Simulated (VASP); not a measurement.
Input of a VASP 6.6.1 run:

File INCAR:

```
SYSTEM = Mo6CO
ALGO = Fast
DIPOL = 0.5 0.5 0.334
EDIFF = 1E-7
ENCUT = 520
GGA = PE
IDIPOL = 3
ISIF = 2
ISMEAR = 0
LASPH = .True.
LCHARG = .False.
LDIPOL = .True.
LREAL = .False.
LWAVE = .False.
NBANDS = 57
NELM = 100
PREC = Accurate
SIGMA = 0.1
```

Contents of KPOINTS:

```
k-points
0
Gamma
  6 6 1
  0 0 0
```

The input POSCAR:

```
Mo6CO
1.0
    4.4695355114      0.0000000000      0.0000000000
   -2.2347677557      3.8707312960      0.0000000000
    0.0000000000      0.0000000000     22.2594351375
Mo C O
6 1 1
Direct
    0.6666666667      0.3333333333      0.1796990793
    0.3333333333      0.6666666667      0.2206857490
    0.0000000000      0.0000000000      0.2616724188
    0.6666666667      0.3333333333      0.2990140341
    0.3333333333      0.6666666667      0.3355214634
    0.0000000000      0.0000000000      0.3710532224
    0.1666666667      0.3333333333      0.4752786884
    0.2054487558      0.4108975116      0.5256157231
```

Potentials or basis: VASP PAW PBE potentials, release 64 (Mo_sv, C, O).

Run with:

```sh
$ cat potpaw_PBE.64/Mo_sv/POTCAR potpaw_PBE.64/C/POTCAR potpaw_PBE.64/O/POTCAR > POTCAR
$ mpirun -np 1 vasp_std > vasp.out
```

Question: What does it give for the band gap on the k mesh?

Answer: None (metal or under the smearing width).

Question: What does it give for the largest force?

Answer: 1.852 eV/Å.

Forces in eV/Å, atoms in the order of the input:
```
Mo   0.000 -0.068  1.489
Mo   0.000  0.001 -0.208
Mo   0.000  0.030 -1.835
Mo   0.000  0.154 -0.491
Mo   0.000  0.186  0.317
Mo   0.000  0.301  1.827
C    0.000 -0.571 -0.327
O    0.000 -0.035 -0.772
```

Caveat: the standard files for N, O and F lose accuracy on very short bonds.
